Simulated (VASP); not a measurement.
Computed with PBEsol GGA, VASP's PBE PAW potentials (set 64) (plane waves; VASP).

VASP ran on this input.

**INCAR**
```
ALGO=Normal
EDIFF=1E-7
ENCUT=520
GGA=PS
ISIF=2
ISMEAR=0
LASPH=.TRUE.
LCHARG=.FALSE.
LMAXMIX=4
LREAL=.FALSE.
LWAVE=.FALSE.
NELM=100
PREC=Accurate
SIGMA=0.05
SYSTEM=CdF2
```

File KPOINTS:
```
Automatic mesh
0
Gamma
7 7 7
0 0 0
```

POSCAR:
```
CdF2
1
    0.0000000000     2.6441710525     2.6441710525
    2.6441710525     0.0000000000     2.6441710525
    2.6441710525     2.6441710525     0.0000000000
Cd F
1 2
Direct
  1.0000000000   0.0000000000   0.0000000000
  0.2500000000   0.2500000000   0.2500000000
  0.7500000000   0.7500000000   0.7500000000
```

POTCAR, in this order: Cd F (PBE.64 set). Program: vasp_std.

Output

**OSZICAR**
```
       N       E                     dE             d eps       ncg     rms          rms(c)
DAV:   1     0.197755649754E+03    0.19776E+03   -0.16142E+04   728   0.156E+03
DAV:   2    -0.442258128357E+01   -0.20218E+03   -0.19751E+03   740   0.386E+02
DAV:   3    -0.128612680372E+02   -0.84387E+01   -0.84189E+01   777   0.875E+01
DAV:   4    -0.129023055063E+02   -0.41037E-01   -0.41030E-01   772   0.599E+00
DAV:   5    -0.129024372321E+02   -0.13173E-03   -0.13173E-03   746   0.302E-01    0.108E+01
DAV:   6    -0.115289144150E+02    0.13735E+01   -0.40835E+00   894   0.394E+01    0.830E+00
DAV:   7    -0.115519078794E+02   -0.22993E-01   -0.66377E-01   685   0.862E+00    0.489E+00
DAV:   8    -0.115431806207E+02    0.87273E-02   -0.13115E-01   746   0.390E+00    0.638E-01
DAV:   9    -0.115352863884E+02    0.78942E-02   -0.33390E-02   864   0.256E+00    0.866E-02
DAV:  10    -0.115357936761E+02   -0.50729E-03   -0.29977E-03   701   0.592E-01    0.856E-02
DAV:  11    -0.115358647230E+02   -0.71047E-04   -0.71959E-05   762   0.110E-01    0.364E-02
DAV:  12    -0.115358894811E+02   -0.24758E-04   -0.60310E-05   703   0.703E-02    0.182E-02
DAV:  13    -0.115358920262E+02   -0.25451E-05   -0.61220E-06   752   0.319E-02    0.486E-03
DAV:  14    -0.115358920980E+02   -0.71786E-07   -0.46314E-07   692   0.774E-03
   1 F= -.11535892E+02 E0= -.11535892E+02  d E =-.399196E-18
```

OUTCAR:
```
------------------------ aborting loop because EDIFF is reached ----------------------------------------
  FORCE on cell =-STRESS in cart. coord.  units (eV):
  Direction    XX          YY          ZZ          XY          YZ          ZX
  --------------------------------------------------------------------------------------
  Total        1.7836040      1.7836040      1.7836040     -0.0000000     -0.0000000     -0.0000000
  in kB       77.2877003     77.2877003     77.2877003     -0.0000000     -0.0000000     -0.0000000
  external PRESSURE =      77.2877003 kB  Pullay stress =       0.0000000 kB
  volume of cell :       36.97
      direct lattice vectors                 reciprocal lattice vectors
     0.000000000  2.644171052  2.644171052    -0.189095180  0.189095180  0.189095180
     2.644171052  0.000000000  2.644171052     0.189095180 -0.189095180  0.189095180
     2.644171052  2.644171052  0.000000000     0.189095180  0.189095180 -0.189095180
 POSITION                                       TOTAL-FORCE (eV/Angst)
 -----------------------------------------------------------------------------------
      0.00000      0.00000      0.00000        -0.000000      0.000000      0.000000
      1.32209      1.32209      1.32209        -0.000000     -0.000000      0.000000
      3.96626      3.96626      3.96626         0.000000      0.000000     -0.000000
 -----------------------------------------------------------------------------------
    total drift:                                0.000000      0.000000      0.000000
  FREE ENERGIE OF THE ION-ELECTRON SYSTEM (eV)
  ---------------------------------------------------
  free  energy   TOTEN  =       -11.5358920980 eV

  energy  without entropy=      -11.5358920980  energy(sigma->0) =      -11.53589210
```
(Selected blocks of OUTCAR.)

OUTCAR:
```
 val. band max:       -1.0583053603   @ k =  -0.2857   0.4286   0.1429

 cond. band min:       2.0953763646   @ k =   0.0000   0.0000   0.0000


 Fermi energy:        -0.7569713867

 k-point     1 :       0.0000    0.0000    0.0000
  band No.  band energies     occupation
      1     -22.0539      2.00000
      2     -20.7454      2.00000
      3      -6.8413      2.00000
      4      -6.8413      2.00000
      5      -6.8413      2.00000
      6      -5.3242      2.00000
      7      -5.3242      2.00000
      8      -2.1457      2.00000
      9      -2.1457      2.00000
     10      -2.1457      2.00000
     11      -1.4104      2.00000
     12      -1.4104      2.00000
     13      -1.4104      2.00000
     14       2.0954      0.00000
     15      11.7493      0.00000
     16      11.7493      0.00000
     17      11.7493      0.00000

 k-point     2 :       0.1429    0.0000    0.0000
  band No.  band energies     occupation
      1     -21.9777      2.00000
      2     -20.8155      2.00000
      3      -6.7526      2.00000
      4      -6.7526      2.00000
      5      -6.5907      2.00000
      6      -5.3558      2.00000
      7      -5.3558      2.00000
      8      -2.7552      2.00000
      9      -2.2719      2.00000
     10      -2.2719      2.00000
     11      -1.6204      2.00000
     12      -1.4181      2.00000
     13      -1.4181      2.00000
     14       2.8778      0.00000
     15      10.8618      0.00000
     16      12.0809      0.00000
     17      12.0809      0.00000

 k-point     3 :       0.2857    0.0000    0.0000
  band No.  band energies     occupation
      1     -21.7774      2.00000
      2     -20.9961      2.00000
      3      -6.5632      2.00000
      4      -6.5632      2.00000
      5      -5.9323      2.00000
      6      -5.3672      2.00000
      7      -5.3672      2.00000
      8      -3.6347      2.00000
      9      -2.6453      2.00000
     10      -2.6453      2.00000
     11      -2.3950      2.00000
...
```

The compound is CdF2 in the fluorite structure. This cell is one point of a volume scan, at 0.94 of the reference volume.
